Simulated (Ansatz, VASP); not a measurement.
# Cross-check of InAs between VASP and Ansatz, part 2 of 2

One calculation is typed for both programs; each brings its own data sets. How far apart do they land? The cell is taken from a series of runs on this material, whose earlier steps may have relaxed, scaled, displaced or heated it; both programs get it as it stands.

VASP 6.6.1 and Ansatz 0.2.0.

So far: The starting structure; VASP: zone-centre phonons, LDA.

**3. Ansatz: zone-centre phonons, LDA**

Level of this step: Ansatz beside VASP: Kohn-Sham DFT, plane waves, LDA (Ansatz).

Ansatz runs on its PAW soft_1 files.

The same cell, functional (in two slightly different forms), mesh and smearing now go to Ansatz, which takes its cutoff from its data sets.

input.yaml reads:

```yaml
crystal:
  lattice:
    - [-0.0154017771, 2.9981843202, 3.02954185]
    - [2.9981843202, -0.0154017771, 3.02954185]
    - [2.9827825431, 2.9827825431, 0.0]
  atoms:
    - { symbol: As, position: [0.7491028197, 0.7491028197, 0.7508971803] }
    - { symbol: In, position: [0.0008971803, 0.0008971803, -0.0008971803] }
kpoints:
  mp_grid: { grid: [12, 12, 12] }
hamiltonian:
  xc: lda
  pseudopotentials: { kind: paw, azcp: { folder: soft_1 }, xc_functional: pbe }
scf:
  occupations: { method: methfessel_paxton, width: 0.2 }
output:
  eigenvalues: true
phonons:
  method: dfpt
```

Command:

```
$ ansatz run input.yaml --threads 4 --pin off --max-ram 10240MiB --backend cpu --events-out ev --progress --plain --runs-dir out
```

Numbers of over 12 decimals in the logs are rounded to 6 here.

What it wrote:

```text
zone centre: on kpoints.mp_grid the ground state, and the responses unless they are solved on pairs of k-points, stand on 476 of the mesh's 1728 k-points, reduced under 2 symmetry operations, with k and −k counted as one. Each operation leaves every solved displacement unchanged or reverses it
Engine: ansatz 0.2.0, x86_64-unknown-linux-gnu
Pseudopotentials: kind: paw
Pseudopotential: As, paw, valence charge 15, recommended cutoff 420 eV (normal), soft_1/As.paw.azcp
Pseudopotential: In, paw, valence charge 13, recommended cutoff 420 eV (normal), soft_1/In.paw.azcp
Functional definition: SPW92
  exchange = slater_x
  correlation = pw_c
Crystal: 2 atoms, lattice volume = 54.464 Å³
Basis set: ecut = 420 eV, 1063 PW (Γ), exchange–correlation on 60×60×60 points (8 copies of the dense FFT grid, shifted against one another)
Bands: 18, of which v1, the nominal top of the filled ones, is band 14 counted from 1 (13 counted from 0)
Symmetry: 4 space group operations
k-points: 476 of 1728 (irreducible under 2 space group operations, time reversal used)
Non-local potential: As, projectors of the file, l = 0: 2, l = 1: 2, l = 2: 3, l = 3: 1
Non-local potential: In, projectors of the file, l = 0: 2, l = 1: 2, l = 2: 2, l = 3: 1
PAW form: soft (Blöchl's): semilocal exchange-correlation on the pseudo side does not see the compensation charge
PAW frozen core: As, regenerated for the run's functional, and the local potential with it (the file was generated under x = pbe(κ = 0.804, μ = 0.219515), c = pbe(β = 0.066725))
PAW frozen core: In, regenerated for the run's functional, and the local potential with it (the file was generated under x = pbe(κ = 0.804, μ = 0.219515), c = pbe(β = 0.066725))
PAW one-centre angular grid: As, 590 points (default); XC on 64 Gauss nodes
PAW one-centre angular grid: In, 590 points (default); XC on 64 Gauss nodes
Initial density: superposition of atomic densities (chi_scale 0.1, normalization cell, long waves kept (reshape's long-wave potential 0.00 eV rms))
Initial wavefunctions: pseudopotential atomic-orbital guess
Functional: x = slater, c = lda
SCF iter   1: F=—  HF=-10231.429766 eV  |F-HF|=—  |Δ(HF+E_count)|=         —  Δρ=2.83e-2  dr2=3.87e-1  ethr=3.10e-3  ⟨swp⟩=5.2  Hψ=43750  notcnv=0
preconditioner: auto → Kerker (q_TF=auto, 2.442 Å⁻¹)  [metal: Δε(μ)=0.065 eV  Ē_g=14.727 eV  σ=0.200 eV  W_gap=0.26  n_scr=14 (ndim 8)  ℏωp=21.3 eV  f_vac=0.006  D(μ)=0.05/eV (n_scr^D=0)]
SCF iter   2: F=—  HF=-10231.353419 eV  |F-HF|=—  |Δ(HF+E_count)|=   7.63e-2  S|Δr|=    0.00e0  Δρ=1.79e-2  dr2=1.74e-1  ethr=1.38e-3  ⟨swp⟩=2.0  Hψ=14092  notcnv=0
SCF iter   3: F=—  HF=-10231.302082 eV  |F-HF|=—  |Δ(HF+E_count)|=   5.13e-2  S|Δr|=    0.00e0  Δρ=3.29e-3  dr2=1.13e-2  ethr=6.22e-4  ⟨swp⟩=2.9  Hψ=12299  notcnv=0
SCF iter   4: F=—  HF=-10231.300944 eV  |F-HF|=—  |Δ(HF+E_count)|=   1.14e-3  S|Δr|=    0.00e0  Δρ=1.34e-3  dr2=2.14e-3  ethr=4.03e-5  ⟨swp⟩=2.1  Hψ=14115  notcnv=0
SCF iter   5: F=—  HF=-10231.300973 eV  |F-HF|=—  |Δ(HF+E_count)|=   2.92e-5  S|Δr|=    0.00e0  Δρ=4.28e-4  dr2=1.60e-4  ethr=7.63e-6  ⟨swp⟩=2.0  Hψ=15091  notcnv=0
SCF iter   6: F=—  HF=-10231.300856 eV  |F-HF|=—  |Δ(HF+E_count)|=   1.18e-4  S|Δr|=    0.00e0  Δρ=2.19e-4  dr2=2.29e-5  ethr=5.70e-7  ⟨swp⟩=2.0  Hψ=15233  notcnv=0
SCF iter   7: F=—  HF=-10231.300864 eV  |F-HF|=—  |Δ(HF+E_count)|=   8.50e-6  S|Δr|=    0.00e0  Δρ=4.76e-5  dr2=1.09e-6  ethr=8.19e-8  ⟨swp⟩=2.0  Hψ=14756  notcnv=0
SCF iter   8: F=—  HF=-10231.300865 eV  |F-HF|=—  |Δ(HF+E_count)|=   9.74e-7  S|Δr|=    0.00e0  Δρ=7.13e-6  dr2=3.40e-8  ethr=3.90e-9  ⟨swp⟩=3.0  Hψ=15236  notcnv=0
SCF iter   9: F=—  HF=-10231.300865 eV  |F-HF|=—  |Δ(HF+E_count)|=   1.76e-8  S|Δr|=    0.00e0  Δρ=2.12e-6  dr2=5.35e-9  ethr=1.21e-10  ⟨swp⟩=2.0  Hψ=15233  notcnv=0
SCF iter  10: F=—  HF=-10231.300865 eV  |F-HF|=—  |Δ(HF+E_count)|=   1.44e-9  S|Δr|=    0.00e0  Δρ=6.09e-7  dr2=3.93e-10  ethr=1.91e-11  ⟨swp⟩=1.8  Hψ=9032  notcnv=0
SCF iter  11: F=-10231.300865 eV  HF=-10231.300865 eV  |F-HF|=3.64e-12  |Δ(HF+E_count)|=  8.37e-11  S|Δr|=    0.00e0  Δρ=1.36e-7  dr2=9.51e-12  ethr=1.00e-12  ⟨swp⟩=5.0  Hψ=40563  notcnv=0
SCF 1 converged in 11 iterations: F = -10231.300865 eV  dr2 = 9.51e-12
  greatest PAW one-centre occupation: 0.999 electrons in one spin orbital (limit 2), on the As atom at site 0 (counted from 0), in its partial waves of l = 2
DFPT response loops at Γ: preconditioner auto → Kerker (q_TF=auto, 2.442 Å⁻¹) (partly filled bands, converged f_vac=0.084); β = 1.00, the filter's whole step (`scf.mixing.beta` (0.50) is not read by the response loops under this deck's `scf.mixing.preconditioner`; to damp them name `kerker` or `kerker_dos`, under which they read `scf.mixing.beta`, and type it under 1.00, their step now; both keys bind the ground state too); Broyden in place of MSR1
SCF converged after 11 iterations
Stability not checked: this state was not tested for a lower state beside it, because cold or Methfessel-Paxton smearing, or corrected tetrahedra, fill the levels in a way that the test cannot read (fill_not_monotonic; see scf.lower_state_search)
Free energy (F): -10231.300865 eV
Harris-Foulkes:  -10231.300865 eV  (|F-HF|=3.64e-12)
Internal energy: -10231.301274 eV  (E = F + TS)
E sigma→0 (E₀):  -10231.300967 eV
Entropy (-TS):   0.000409 eV (0.204 meV/atom)
Fermi energy:    7.606844 eV
Step filling:    the computed levels leave a gap of 0.0730 eV = 0.4 smearing widths at the electron count; against every level under it full and every level over it empty, smearing changes F+E_penalty+E_count by +0.191 meV and its σ→0 estimate by +0.089 meV
--- Per-component energies (eV) ---
  E_band       = -322.531126
  E_kinetic    = 318.751232
  E_local      = -3466.010793  (includes V_loc(G=0)·N_el)
  E_nonlocal   = -59.458507
  E_hartree    = 1723.171403
  E_xc         = -212.460055
  E_vxc        = -164.840164  (∫ρ·V_xc dr)
  E_paw        = -6001.869860  (= ΣΔE_a)
  E_vpaw       = -397.315804  (= ΣTr[D̂ρ^β])
  E_aug_tail   = 0.000080  (compensation charges beyond the density's cutoff)
  E_ewald      = -2535.784536
  E_core_change = 2.359764  (= ΣΔE_core)
  E_smearing   = 0.000409  (= −TS)
  E_closure    = 0.000000  (closes the sum)
  Σ components = -10231.300865   (vs F -10231.300865, Δ=0.00e0)
--- Band table (eV; the first three rows and the last of 476) ---
  k-point 0: bands = [... 10 lower, -4.4772, 7.1893, 7.5224, 7.5382, 7.6112, 11.3422, 11.4164, 11.4451]
  k-point 1: bands = [... 10 lower, -4.4012, 6.2130, 7.4440, 7.4538, 8.2903, 11.4470, 11.4849, 11.5677]
  k-point 2: bands = [... 10 lower, -4.1821, 4.9786, 7.2163, 7.2164, 8.6755, 11.7736, 11.8134, 11.9083]
  k-point 475: bands = [... 10 lower, -2.4189, 1.5298, 5.1524, 5.2607, 8.9855, 9.5884, 16.5834, 16.7794]
--- Phonons (Γ-DFPT): 4 representative perturbations + reference, on 476 of 1728 k-points (Σ response iterations 12) ---
  k mesh reduced under 2 symmetry operations, with k and −k counted as one. Each operation leaves every solved displacement unchanged or reverses it
  ASR residual: 5.167e-5 → 0.000e0 eV/Å²; symmetrization residual: 2.277e-5 eV/Å²
  ASR residual per site (eV/Å²): 1.20e-5 5.17e-5
  Γ frequencies (cm⁻¹): 0.00 0.00 0.00 214.48 215.17 215.63
  non-analytic LO–TO correction: not included (Born effective charges unavailable; polar crystals: no LO–TO splitting at Γ)
```

**4. Differences**

Known differences besides the potentials themselves: the data sets hold 28 valence electrons in Ansatz (on its PAW soft_1 files) and 18 in VASP; the cutoff is 420 eV in Ansatz and 500 eV in VASP; VASP's log shows a relativistic correction to its local exchange, Ansatz's none. Total energies have different zeros and are not compared.

The two programs side by side:

```
             quantity  Ansatz   VASP  difference
optical mode 1 (cm⁻¹)   214.5  215.8     -0.61 %
optical mode 2 (cm⁻¹)   215.2  216.0     -0.37 %
optical mode 3 (cm⁻¹)   215.6  216.3     -0.31 %
```

Modes are paired by rising frequency, not by their patterns, so a pair may set unlike modes beside each other; they are those without the splitting of longitudinal modes.

**5. What came out**

```json
{"r.m.s. difference of the optical zone-centre modes, each program's sorted by frequency (zone-centre phonons, LDA)": "0.96 cm⁻¹", "difference in optical mode 1 (zone-centre phonons, LDA)": "-0.6 %"}
```

What this shows: The r.m.s. difference of the optical zone-centre modes, each program's sorted by frequency is 0.96 cm⁻¹ (zone-centre phonons, LDA). The data sets hold unlike numbers of valence electrons (28 in Ansatz and 18 in VASP), so part of the differences comes from the potentials. Among the rows given in per cent, the largest difference of the zone-centre phonons, LDA pair is in optical mode 1, -0.6 %. Such differences can come from data sets, numerical settings and the points named under the comparisons, not from the functional's error against experiment.

[Lines on the potential files, build, host, timing and source positions are cut from VASP's logs without a mark.]

[Logs are printed without paths, hosts, clocks, repeated set-up lines and the standing remarks that a program may print on its own settings, such as how far it seeks lower states.]

[Hosts, paths, dates, database ids (printed as entryN), source tags and the programs' standing remarks are cut or masked in the printed files.]
